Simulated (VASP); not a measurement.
Consider the following.

```
CELL_PARAMETERS angstrom
      2.48990     0.00000     0.00000
     -1.24495     2.15632     0.00000
      0.00000     0.00000     7.02927
ATOMIC_POSITIONS crystal
  B  0.66667 0.33333 0.75000
  B  0.33333 0.66667 0.25000
  N  0.00000 0.00000 0.75000
  N  0.00000 0.00000 0.25000
```

Method: LDA (Ceperley-Alder, Perdew-Zunger), VASP's LDA PAW potentials (set 64) (plane waves; VASP 6.6.1). Run with 520 eV cut-off, 11×11×4 Γ-centred mesh, tetrahedra with Blöchl corrections, potentials B N.

The job: BN (space group P6_3/mmc), 4 atoms, LDA, static run, 520 eV, 11×11×4 Γ-centred mesh. Roughly how much core time does it take on a busy server core?

About 10 core-seconds (one run on a shared machine, a rough figure). It had 48 irreducible k-points, 12 bands, up to 1046 plane waves and 13 electronic steps.

The structure comes from a computed database's BN entry (P6_3/mmc); how it stands against other phases isn't given here. It was relaxed first, which changed the volume by -6 %.
